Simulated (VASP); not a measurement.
Method: MS2 meta-GGA, VASP's PBE PAW potentials (set 64) (plane waves; VASP 6.6.1).

VASP ran on this input.

KPOINTS:
```
Automatic mesh
0
Gamma
18 18 18
0 0 0
```

### INCAR
```
# general
SYSTEM =Pd
PREC   =Accurate
ENCUT  =520
LREAL  =F
LASPH  =T

# electronic loop
EDIFF  =1E-7
NELM   =100
ALGO   =Normal
LMAXMIX=4
LMIXTAU=T

# smearing
ISMEAR =-5

# functional
METAGGA=MS2

# ions
ISIF   =2

# output
LWAVE  =F
LCHARG =F
LORBIT =11
NEDOS  =601
```

### KPOINTS_OPT
```
k-points along high-symmetry lines
10
Line-mode
Reciprocal
  0.000000   0.000000   0.000000 ! GAMMA
  0.500000   0.000000   0.500000 ! X

  0.500000   0.000000   0.500000 ! X
  0.625000   0.250000   0.625000 ! U

  0.375000   0.375000   0.750000 ! K
  0.000000   0.000000   0.000000 ! GAMMA

  0.000000   0.000000   0.000000 ! GAMMA
  0.500000   0.500000   0.500000 ! L

  0.500000   0.500000   0.500000 ! L
  0.500000   0.250000   0.750000 ! W

  0.500000   0.250000   0.750000 ! W
  0.500000   0.000000   0.500000 ! X
```

### POSCAR
```
Pd
1
    0.0000000000     1.9402169806     1.9402169806
    1.9402169806    -0.0000000000     1.9402169806
    1.9402169806     1.9402169806    -0.0000000000
Pd
1
Direct
  0.0000000000   0.0000000000   0.0000000000
```

POTCAR, in this order: Pd (PBE.64 set). Program: vasp_std.

The run wrote:

OSZICAR:
```
       N       E                     dE             d eps       ncg     rms          rms(c)
DAV:   1     0.297357748980E+02    0.29736E+02   -0.51094E+03  3518   0.102E+03
DAV:   2    -0.147666772365E+02   -0.44502E+02   -0.43529E+02  3762   0.190E+02
DAV:   3    -0.151777762144E+02   -0.41110E+00   -0.40982E+00  3996   0.221E+01
DAV:   4    -0.151796630447E+02   -0.18868E-02   -0.18862E-02  4068   0.131E+00
DAV:   5    -0.151796828987E+02   -0.19854E-04   -0.19782E-04  4005   0.114E-01    0.169E+01
DAV:   6    -0.285576422775E+01    0.12324E+02   -0.26772E+01  3512   0.558E+01    0.382E+00
DAV:   7    -0.313991305752E+01   -0.28415E+00   -0.15402E-01  3591   0.401E+00    0.252E+00
DAV:   8    -0.312272756064E+01    0.17185E-01   -0.41797E+00  3579   0.209E+01    0.368E+00
DAV:   9    -0.304376778331E+01    0.78960E-01   -0.26495E+00  3569   0.185E+01    0.583E-01
DAV:  10    -0.305749192386E+01   -0.13724E-01   -0.43925E-02  3618   0.252E+00    0.184E-01
DAV:  11    -0.306108618133E+01   -0.35943E-02   -0.49409E-03  5253   0.616E-01    0.314E-01
DAV:  12    -0.306009734137E+01    0.98884E-03   -0.28242E-02  3599   0.158E+00    0.205E-01
DAV:  13    -0.305989757674E+01    0.19976E-03   -0.15067E-03  3579   0.363E-01    0.716E-02
DAV:  14    -0.305986705089E+01    0.30526E-04   -0.30791E-04  3636   0.189E-01    0.252E-02
DAV:  15    -0.305990250045E+01   -0.35450E-04   -0.71589E-06  3749   0.312E-02    0.237E-02
DAV:  16    -0.305988701699E+01    0.15483E-04   -0.73587E-05  3591   0.973E-02    0.440E-03
DAV:  17    -0.305988624536E+01    0.77162E-06   -0.36210E-07  4549   0.639E-03    0.190E-03
DAV:  18    -0.305988584505E+01    0.40032E-06   -0.46236E-08  1847   0.344E-03    0.369E-04
DAV:  19    -0.305988595089E+01   -0.10585E-06   -0.65898E-09  1780   0.114E-03    0.493E-04
DAV:  20    -0.305988568750E+01    0.26339E-06   -0.11449E-08  1777   0.105E-03    0.959E-05
DAV:  21    -0.305988570843E+01   -0.20928E-07   -0.19843E-10  1776   0.159E-04
   1 F= -.30598857E+01 E0= -.30598857E+01  d E =0.000000E+00
       N       E                     dE             ncg
```

OUTCAR:
```
------------------------ aborting loop because EDIFF is reached ----------------------------------------
  FORCE on cell =-STRESS in cart. coord.  units (eV):
  Direction    XX          YY          ZZ          XY          YZ          ZX
  --------------------------------------------------------------------------------------
  Total       -0.0177511     -0.0177511     -0.0177511     -0.0000000      0.0000000      0.0000000
  in kB       -1.9469513     -1.9469513     -1.9469513     -0.0000000      0.0000000      0.0000000
  external PRESSURE =      -1.9469513 kB  Pullay stress =       0.0000000 kB
  volume of cell :       14.61
      direct lattice vectors                 reciprocal lattice vectors
     0.000000000  1.940216981  1.940216981    -0.257703136  0.257703136  0.257703136
     1.940216981  0.000000000  1.940216981     0.257703136 -0.257703136  0.257703136
     1.940216981  1.940216981  0.000000000     0.257703136  0.257703136 -0.257703136
 POSITION                                       TOTAL-FORCE (eV/Angst)
 -----------------------------------------------------------------------------------
      0.00000      0.00000      0.00000         0.000000      0.000000      0.000000
 -----------------------------------------------------------------------------------
    total drift:                                0.000000     -0.000000     -0.000000
  FREE ENERGIE OF THE ION-ELECTRON SYSTEM (eV)
  ---------------------------------------------------
  free  energy   TOTEN  =        -3.0598857084 eV

  energy  without entropy=       -3.0598857084  energy(sigma->0) =       -3.05988571

 total charge

# of ion       s       p       d       tot
------------------------------------------
    1        0.561   0.501   8.446   9.509
```
(Selected blocks of OUTCAR.)

For a metal the tetrahedron method with Blöchl corrections gives inexact stress and forces.

The compound is Pd in the fcc structure. It was relaxed first.
